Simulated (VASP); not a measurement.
Level of theory: PBEsol GGA, VASP's PBE PAW potentials (set 64) (plane waves; VASP 6.6.1).

Input for VASP

INCAR:
```
ALGO = Normal
EDIFF = 1E-7
ENCUT = 520
GGA = PS
ISIF = 2
ISMEAR = 0
LASPH = .TRUE.
LCHARG = .FALSE.
LREAL = .FALSE.
LWAVE = .FALSE.
NELM = 100
PREC = Accurate
SIGMA = 0.05
SYSTEM = NaCl
```

### KPOINTS
```
Automatic mesh
0
Gamma
8 8 8
0 0 0
```

POSCAR:
```
NaCl
1.0
  0.0000000000   2.7764510080   2.7764510080
  2.7764510080   0.0000000000   2.7764510080
  2.7764510080   2.7764510080   0.0000000000
Na Cl
1 1
Cart
  0.0000000000   0.0000000000   0.0000000000
  2.7764510080   2.7764510080   2.7764510080
```

POTCAR, in this order: Na_pv Cl (PBE.64 set). Program: vasp_std.

Question: Predict the energy per atom (σ→0), band gap (on the k-mesh).

Answer: 
```
Property                           Value
------------------------  --------------
energy per atom (σ→0)     -3.498 eV/atom
band gap (on the k-mesh)         5.11 eV
```

OSZICAR:
```
...
DAV:   8    -0.699526563406E+01   -0.32149E-02   -0.69104E-03   686   0.961E-01    0.228E-01
DAV:   9    -0.699520440429E+01    0.61230E-04   -0.17329E-04   764   0.129E-01    0.129E-01
DAV:  10    -0.699527011819E+01   -0.65714E-04   -0.20950E-04   695   0.114E-01    0.409E-02
DAV:  11    -0.699526300814E+01    0.71100E-05   -0.16241E-05   737   0.348E-02    0.123E-02
DAV:  12    -0.699526244738E+01    0.56076E-06   -0.26159E-06   680   0.119E-02    0.387E-03
DAV:  13    -0.699526261762E+01   -0.17024E-06   -0.10312E-07   728   0.250E-03    0.998E-04
DAV:  14    -0.699526262263E+01   -0.50104E-08   -0.37774E-09   376   0.586E-04
   1 F= -.69952626E+01 E0= -.69952626E+01  d E =-.386958E-13
```

The compound is NaCl in the rock salt structure. This cell is one point of a volume scan, at 0.97 of the reference volume.
